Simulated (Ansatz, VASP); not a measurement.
**Al3Sb2P in VASP and in Ansatz**

```
Al Sb P
1.0
     4.81778    0.00000    0.00000
    -2.40889    4.17232    0.00000
     0.00000    0.00000    6.49693
Al Sb P
3 2 1
Direct
  0.50000 0.00000 0.81152
  0.00000 0.50000 0.81152
  0.50000 0.50000 0.81152
  0.33333 0.66667 0.38910
  0.66667 0.33333 0.38910
  0.00000 0.00000 0.68583
```

Alike in both runs: task single point; functional PBE; k mesh 6 × 6 × 4; occupations gaussian, width 0.1 eV; no spin polarisation.

```csv
,VASP,Ansatz
version,VASP 6.6.1,Ansatz 0.2.0
potentials or method,"VASP PAW PBE potentials, release 64 (Al, Sb, P)","scalar-relativistic, plane waves, PAW"
plane-wave cutoff (eV),520,420
valence electrons in the cell,24,44
```

|  | VASP | Ansatz | Ansatz less VASP |
| --- | --- | --- | --- |
| gap on the k mesh at the Fermi level (eV) | none | none | - |
| pressure (GPa) | 15.3 | 15.3 | -0.05 |
| largest component of the traceless stress (GPa) | 13.70 | 13.69 | -0.004 |
| rms of the force components (eV/Å) | 0.335 | 0.332 | -0.0028 |

Atom by atom the forces differ by 0.004 eV/Å (rms over components). A gap of «none» marks a metal or a gap that the smearing closes. The functional is the same, so the differences come from potentials, cutoffs and numerics. The two sets of potentials don't hold the same shells in valence.

Caveats: so large a pressure means that the cell lies far from this level's equilibrium, or that cutoff or potentials fall short (VASP); this functional lacks dispersion, which binds the layers, so the pressure and a relaxed spacing across them are unreliable. Spin-orbit coupling is left out, which matters for the levels of Sb.
